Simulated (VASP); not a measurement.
# Cu2B (Fd-3m) in VASP: a series of runs

One crystal, Cu2B, is run at these levels: PBE; tasks: band structure.

Program: VASP 6.6.1. These are calculated values, not measurements. Logs are shortened: lines on timing, memory, paths and dates and some standing lists are left out, and cuts for length are marked.

**1. The crystal as given**

Symmetry: Fd-3m, No. 227, cubic system. Conventional cell: a = 6.567 Å, b = 6.567 Å, c = 6.567 Å, α = 90.00°, β = 90.00°, γ = 90.00°. Cu (site symmetry -3m) has 6 Cu at 2.32 Å as nearest neighbours. B (site symmetry -43m) has 12 Cu at 2.72 Å and 4 B at 2.84 Å as nearest neighbours.

The cell was built by a generator and needn't be a form met in nature.

**2. Band structure, PBE**

The input, POSCAR:

```
Cu2B
1.0
    0.0000000000      3.2834700000      3.2834700000
    3.2834700000      0.0000000000      3.2834700000
    3.2834700000      3.2834700000      0.0000000000
Cu B
4 2
Direct
    0.1250000000      0.1250000000      0.1250000000
    0.6250000000      0.1250000000      0.1250000000
    0.1250000000      0.1250000000      0.6250000000
    0.1250000000      0.6250000000      0.1250000000
    0.5000000000      0.5000000000      0.5000000000
    0.7500000000      0.7500000000      0.7500000000
```

The input, INCAR.step1:

```
PREC = Accurate
ENCUT = 900
EDIFF = 1E-6
ISMEAR = -1
SIGMA = 0.05
LREAL = False
LASPH = True
NELM = 100
ALGO = Fast
ISIF = 2
LWAVE = False
LCHARG = True
LMAXMIX = 4
GGA = PE
NBANDS = 34
```

The input, KPOINTS.step1:

```
regular mesh
0
Gamma
  5 5 5
```

The input, INCAR.step2:

```
PREC = Accurate
ENCUT = 900
EDIFF = 1E-6
ISMEAR = 0
SIGMA = 0.05
LREAL = False
LASPH = True
NELM = 100
ALGO = Fast
ISIF = 2
LWAVE = False
LCHARG = False
LMAXMIX = 4
GGA = PE
NBANDS = 34
ICHARG = 11
```

The input, KPOINTS.step2:

```
path GXWKGLUWLK,UX
15
line-mode
reciprocal
 0.0000000000  0.0000000000  0.0000000000  G
 0.5000000000  0.0000000000  0.5000000000  X

 0.5000000000  0.0000000000  0.5000000000  X
 0.5000000000  0.2500000000  0.7500000000  W

 0.5000000000  0.2500000000  0.7500000000  W
 0.3750000000  0.3750000000  0.7500000000  K

 0.3750000000  0.3750000000  0.7500000000  K
 0.0000000000  0.0000000000  0.0000000000  G

 0.0000000000  0.0000000000  0.0000000000  G
 0.5000000000  0.5000000000  0.5000000000  L

 0.5000000000  0.5000000000  0.5000000000  L
 0.6250000000  0.2500000000  0.6250000000  U

 0.6250000000  0.2500000000  0.6250000000  U
 0.5000000000  0.2500000000  0.7500000000  W

 0.5000000000  0.2500000000  0.7500000000  W
 0.5000000000  0.5000000000  0.5000000000  L

 0.5000000000  0.5000000000  0.5000000000  L
 0.3750000000  0.3750000000  0.7500000000  K

 0.6250000000  0.2500000000  0.6250000000  U
 0.5000000000  0.0000000000  0.5000000000  X
```

Potentials or basis: VASP PAW PBE potentials, release 64 (Cu, B).

Command:

```bash
$ cat potpaw_PBE.64/Cu/POTCAR potpaw_PBE.64/B/POTCAR > POTCAR
$ cp INCAR.step1 INCAR
$ cp KPOINTS.step1 KPOINTS
$ mpirun -np 1 vasp_std > vasp.out
$ cp INCAR.step2 INCAR
$ cp KPOINTS.step2 KPOINTS
$ mpirun -np 1 vasp_std > vasp.out
```

OUTCAR:

```text
PREC = Accurate
   ENCUT = 900
   EDIFF = 1E-6
   ISMEAR = 0
   LREAL = False
   LASPH = True
   NELM = 100
   ISIF = 2
   GGA = PE
   ICHARG = 11

 ion  position               nearest neighbor table
   1  0.125  0.125  0.125-   2 2.32   3 2.32   4 2.32   3 2.32   4 2.32   2 2.32
   2  0.625  0.125  0.125-   1 2.32   3 2.32   4 2.32   1 2.32   3 2.32   4 2.32
   3  0.125  0.125  0.625-   1 2.32   1 2.32   2 2.32   4 2.32   4 2.32   2 2.32
   4  0.125  0.625  0.125-   1 2.32   3 2.32   1 2.32   2 2.32   3 2.32   2 2.32
   5  0.500  0.500  0.500-
   6  0.750  0.750  0.750-

  LATTYP: Found a face centered cubic cell.
 ALAT       =     6.5669400000

  Lattice vectors:

 A1 = (   0.0000000000,   3.2834700000,   3.2834700000)
 A2 = (   3.2834700000,   0.0000000000,   3.2834700000)
 A3 = (   3.2834700000,   3.2834700000,   0.0000000000)

Analysis of symmetry for initial positions (statically):
=====================================================================
 Subroutine PRICEL returns:
 Original cell was already a primitive cell.

 Routine SETGRP: Setting up the symmetry group for a
 face centered cubic supercell.

 Subroutine GETGRP returns: Found 48 space group operations
 (whereof 24 operations were pure point group operations)
 out of a pool of 48 trial point group operations.

The static configuration has the point symmetry T_d .
 The point group associated with its full space group is O_h .

Analysis of symmetry for dynamics (positions and initial velocities):
=====================================================================
 Subroutine PRICEL returns:
 Original cell was already a primitive cell.

 Routine SETGRP: Setting up the symmetry group for a
 face centered cubic supercell.

 Subroutine GETGRP returns: Found 48 space group operations
 (whereof 24 operations were pure point group operations)
 out of a pool of 48 trial point group operations.

The dynamic configuration has the point symmetry T_d .
 The point group associated with its full space group is O_h .

 Subroutine INISYM returns: Found 48 space group operations
 (whereof 24 operations are pure point group operations),
 and found     1 'primitive' translations

----------------------------------------------------------------------------------------

                                     Primitive cell

[... 93 lines left out ...]
   LREAL  =      F    real-space projection
   EDIFFG = 0.1E-04   stopping-criterion for IOM
   NSW    =      0    number of steps for IOM
   IBRION =     -1    ionic relax: 0-MD 1-quasi-New 2-CG
   NFREE  =      0    steps in history (QN), initial steepest desc. (CG)
   ISIF   =      2    stress and relaxation
   ISYM   =      2    0-nonsym 1-usesym 2-fastsym
   POTIM  = 0.5000    time-step for ionic-motion
   TEBEG  =    0.0;   TEEND  =   0.0 temperature during run
   PSTRESS=    0.0 pullay stress
   NELECT =      50.0000    total number of electrons
   NUPDOWN=      -1.0000    fix difference up-down
   EMIN   =  10.00;   EMAX   =-10.00  energy-range for DOS
   EFERMI =   0.00;   METHOD = LEGACY
   ISMEAR =     0;   SIGMA  =   0.05  broadening in eV -4-tet -1-fermi 0-gaus
   EFERMI_NEDOS =   21; number of points for ismear=-14 and -15
   IALGO  =     68    algorithm
   IMIX   =      4    mixing-type and parameters
     AMIX     =   0.40;   BMIX     =  1.00
     AMIX_MAG =   1.60;   BMIX_MAG =  1.00
  volume/ion in A,a.u.               =      11.80        79.63
  Fermi-wavevector in a.u.,A,eV,Ry     =   1.457880  2.754994 28.918015  2.125414
  Thomas-Fermi vector in A             =   2.574630
   LORBIT       =      0    0 simple, 1 ext, 2 COOP (PROOUT), +10 PAW based schemes
   GGA     = PE    functional components
   LHFCALC =     F    Hartree Fock is set to
   AEXX    =    0.0000 exact exchange contribution
   IVDW    =     0    specifies the selected vdW correction
   LEPSILON=     F    determine dielectric tensor
   LRPA    =     F    only Hartree local field effects (RPA)
 non-spin polarized calculation
 RMM-DIIS sequential band-by-band and
 Gauss-broadening in eV      SIGMA  =   0.05
  energy-cutoff  :      900.00
  volume of cell :       70.80
 maximum number of plane-waves:      4369
 NGX is ok and might be reduce to    48

 number of electron      49.9999990 magnetization

 Free energy of the ion-electron system (eV)
  ---------------------------------------------------
  ext. energy  EPLUGINS =         0.00000000
  ---------------------------------------------------
  free energy    TOTEN  =       -21.92211790 eV

  energy without entropy =      -21.92009211  energy(sigma->0) =      -21.92110501

 E-fermi :   6.0032     XC(G=0): -11.8761

 val. band max:        6.0007781744   @ k =   0.5000   0.4821   0.5179
 cond. band min:       6.0114513095   @ k =   0.4911   0.4911   0.5179
 fundamental gap:      0.0106731351
 Fermi energy:         6.0031912542

 k-point     1 :       0.0000    0.0000    0.0000
  band No.  band energies     occupation
      1      -4.2617      2.00000
      2      -0.0540      2.00000
      3       1.4030      2.00000
      4       1.4030      2.00000
      5       1.4030      2.00000
      6       1.7619      2.00000
[... 877 lines left out ...]
     33      14.6313      0.00000
     34      14.6500      0.00000

 [... further k-points ...]

------------------------ aborting loop because EDIFF is reached ----------------------------------------

  FORCE on cell =-STRESS in cart. coord.  units (eV):
  Direction    XX          YY          ZZ          XY          YZ          ZX
  --------------------------------------------------------------------------------------
  -------------------------------------------------------------------------------------
  Total       -0.6359648     -0.6359648     -0.6359648     -0.0000000      0.0000000     -0.0000000
  in kB      -14.3917807    -14.3917807    -14.3917807     -0.0000000      0.0000000     -0.0000000
  external PRESSURE =     -14.3917807 kB  Pullay stress =       0.0000000 kB

 VOLUME and BASIS-vectors are now :
 -----------------------------------------------------------------------------
  energy-cutoff  :      900.00
  volume of cell :       70.80
      direct lattice vectors                 reciprocal lattice vectors
     0.000000000  3.283470000  3.283470000    -0.152277925  0.152277925  0.152277925
     3.283470000  0.000000000  3.283470000     0.152277925 -0.152277925  0.152277925
     3.283470000  3.283470000  0.000000000     0.152277925  0.152277925 -0.152277925

 POSITION                                       TOTAL-FORCE (eV/Angst)
 -----------------------------------------------------------------------------------
      0.82087      0.82087      0.82087        -0.000000     -0.000000     -0.000000
      0.82087      2.46260      2.46260        -0.000000      0.000000     -0.000000
      2.46260      2.46260      0.82087         0.000000     -0.000000     -0.000000
      2.46260      0.82087      2.46260        -0.000000      0.000000     -0.000000
      3.28347      3.28347      3.28347        -0.000000     -0.000000     -0.000000
      4.92521      4.92521      4.92521         0.000000      0.000000      0.000000
 -----------------------------------------------------------------------------------
    total drift:                                0.000000      0.000000      0.000000

  FREE ENERGIE OF THE ION-ELECTRON SYSTEM (eV)
  ---------------------------------------------------
  free  energy   TOTEN  =       -21.9221179043 eV

  energy  without entropy=      -21.9200921078  energy(sigma->0) =      -21.92110501
```

OUTCAR.step1:

```text
PREC = Accurate
   ENCUT = 900
   EDIFF = 1E-6
   ISMEAR = -1
   LREAL = False
   LASPH = True
[... 593 lines left out ...]
      2.46260      0.82087      2.46260        -0.000000     -0.000000     -0.000000
      3.28347      3.28347      3.28347        -0.000000      0.000000     -0.000000
      4.92521      4.92521      4.92521         0.000000     -0.000000      0.000000
 -----------------------------------------------------------------------------------
    total drift:                                0.000000      0.000000      0.000000

  FREE ENERGIE OF THE ION-ELECTRON SYSTEM (eV)
  ---------------------------------------------------
  free  energy   TOTEN  =       -21.1650827646 eV

  energy  without entropy=      -21.1539095168  energy(sigma->0) =      -21.15949614
```

OSZICAR.step1:

```text
N       E                     dE             d eps       ncg     rms          rms(c)
DAV:   1     0.461040046732E+03    0.46104E+03   -0.30572E+04   680   0.341E+03
DAV:   2     0.306202373622E+02   -0.43042E+03   -0.41416E+03   680   0.506E+02
DAV:   3    -0.231292411366E+02   -0.53749E+02   -0.49699E+02   732   0.213E+02
DAV:   4    -0.255703287598E+02   -0.24411E+01   -0.23659E+01  1054   0.495E+01
DAV:   5    -0.255983209421E+02   -0.27992E-01   -0.27938E-01  1024   0.497E+00    0.196E+01
RMM:   6    -0.276714484109E+02   -0.20731E+01   -0.67831E+01   773   0.115E+02    0.152E+01
RMM:   7    -0.213052470265E+02    0.63662E+01   -0.18555E+01   709   0.644E+01    0.177E+00
RMM:   8    -0.212387387713E+02    0.66508E-01   -0.12877E+00   724   0.157E+01    0.223E+00
RMM:   9    -0.211609540972E+02    0.77785E-01   -0.23337E-01   765   0.515E+00    0.263E-01
RMM:  10    -0.211657980806E+02   -0.48440E-02   -0.76984E-02   975   0.177E+00    0.223E-01
RMM:  11    -0.211649454459E+02    0.85263E-03   -0.37097E-03   838   0.504E-01    0.722E-02
RMM:  12    -0.211650637973E+02   -0.11835E-03   -0.16096E-03   888   0.221E-01    0.170E-02
RMM:  13    -0.211650827729E+02   -0.18976E-04   -0.19888E-04   936   0.966E-02    0.141E-02
RMM:  14    -0.211650823139E+02    0.45898E-06   -0.47044E-05   856   0.592E-02    0.482E-03
RMM:  15    -0.211650827646E+02   -0.45066E-06   -0.55488E-06   682   0.203E-02
   1 F= -.21165083E+02 E0= -.21159496E+02  d E =-.111732E-01
```

It took 14 min on 1 thread of AMD EPYC 7R13 (Zen 3), shared host; peak memory 0.73 GiB.

Results:

- Band gap along the path: none (metal or under the smearing width)

Levels at the corners of the path, in eV from the Fermi level:
```csv
point,band 23,band 24,band 25,band 26,band 27,band 28
Γ,-0.79,-0.79,-0.79,1.09,1.17,1.17
X,-1.54,-1.54,-0.75,-0.75,3.73,3.73
X,-1.54,-1.54,-0.75,-0.75,3.73,3.73
W,-1.79,-1.79,1.07,1.07,1.23,1.23
W,-1.79,-1.79,1.07,1.07,1.23,1.23
K,-1.78,-1.39,-0.71,0.93,2.14,2.91
K,-1.78,-1.39,-0.71,0.93,2.14,2.91
Γ,-0.79,-0.79,-0.79,1.09,1.17,1.17
Γ,-0.79,-0.79,-0.79,1.09,1.17,1.17
L,-1.07,-0.74,-0.74,-0.11,1.69,1.69
L,-1.07,-0.74,-0.74,-0.11,1.69,1.69
U,-1.78,-1.39,-0.71,0.93,2.14,2.91
U,-1.78,-1.39,-0.71,0.93,2.14,2.91
W,-1.79,-1.79,1.07,1.07,1.23,1.23
W,-1.79,-1.79,1.07,1.07,1.23,1.23
L,-1.07,-0.74,-0.74,-0.11,1.69,1.69
L,-1.07,-0.74,-0.74,-0.11,1.69,1.69
K,-1.78,-1.39,-0.71,0.93,2.14,2.91
U,-1.78,-1.39,-0.71,0.93,2.14,2.91
X,-1.54,-1.54,-0.75,-0.75,3.73,3.73
```

Caveat: the log is that of the step along the path at fixed density, whose energy, stress, charges and moments have no meaning.

(Continued in part 2 of 2.)
